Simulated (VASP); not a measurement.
An input for Quantum ESPRESSO's pw.x (written as the equivalent of a VASP run, and not itself run):

```
&CONTROL
  calculation = 'scf'
  pseudo_dir = './pseudo'
  outdir = './out'
  tprnfor = .true.
  tstress = .true.
/
&SYSTEM
  ibrav = 0
  nat = 8
  ntyp = 3
  ecutwfc = 102
  occupations = 'tetrahedra'
  input_dft = 'pbesol'
/
&ELECTRONS
  conv_thr = 7.3e-09
  electron_maxstep = 100
/
ATOMIC_SPECIES
  Mg 24.305 Mg.upf
  Te 127.600 Te.upf
  Cd 112.414 Cd.upf
CELL_PARAMETERS angstrom
     6.4500168   -0.0000000    0.0000000
    -0.0000000    6.4500168    0.0000000
    -0.0000000    0.0000000    6.4500168
ATOMIC_POSITIONS crystal
  Mg   0.0000000  1.0000000  1.0000000
  Mg   0.5000000  0.5000000  1.0000000
  Mg   0.5000000  1.0000000  0.5000000
  Te   0.2519443  0.2480557  0.2480557
  Te   0.7480557  0.7519443  0.2480557
  Te   0.7480557  0.2480557  0.7519443
  Te   0.2519443  0.7519443  0.7519443
  Cd   0.0000000  0.5000000  0.5000000
K_POINTS automatic
  4 4 4 0 0 0
```

Question: Translate this input to VASP (INCAR, KPOINTS, POSCAR, choice of POTCAR).

Answer: This is not unique; one that fits is 
### INCAR
```
ALGO=Normal   ! blocked Davidson
NEDOS=601   ! DOS grid
LORBIT=11   ! lm-projected
ENCUT=400
SYSTEM=CdMg3Te4
LWAVE=.FALSE.
LEFG=.TRUE.
LMAXMIX=4
GGA=PS
NELM=100
EDIFF=1E-7
LREAL=.FALSE.   ! projection in real space or not
ISMEAR=-5   ! tetrahedra, Bloechl
ISIF=2   ! forces and stress, cell fixed
PREC=Accurate
LCHARG=.TRUE.
LASPH=.TRUE.   ! aspherical one-centre terms
```

**KPOINTS**
```
kpoints
0
Gamma
  4 4 4
```

### POSCAR
```
CdMg3Te4
1
    6.4500167790    -0.0000000000     0.0000000000
   -0.0000000000     6.4500167790     0.0000000000
   -0.0000000000     0.0000000000     6.4500167790
Mg Te Cd
3 4 1
Direct
  0.0000000000   1.0000000000   1.0000000000
  0.5000000000   0.5000000000   1.0000000000
  0.5000000000   1.0000000000   0.5000000000
  0.2519443190   0.2480556810   0.2480556810
  0.7480556810   0.7519443190   0.2480556810
  0.7480556810   0.2480556810   0.7519443190
  0.2519443190   0.7519443190   0.7519443190
  0.0000000000   0.5000000000   0.5000000000
```

POTCAR, in this order: Mg Te Cd (PBE.64 set). Program: vasp_std.

What does not carry over: the potentials are each code's own (VASP's PAW set, PseudoDojo norm-conserving files in pw.x), so ENCUT and ecutwfc are chosen apart and not converted; conv_thr bounds pw.x's estimated SCF error, while EDIFF bounds the energy change between steps; the field gradients of LEFG aren't asked of the other code.

The structure was generated: CdMg3Te4 was put into an ordered model structure (P-43m), which need not be its known phase. It was relaxed first.
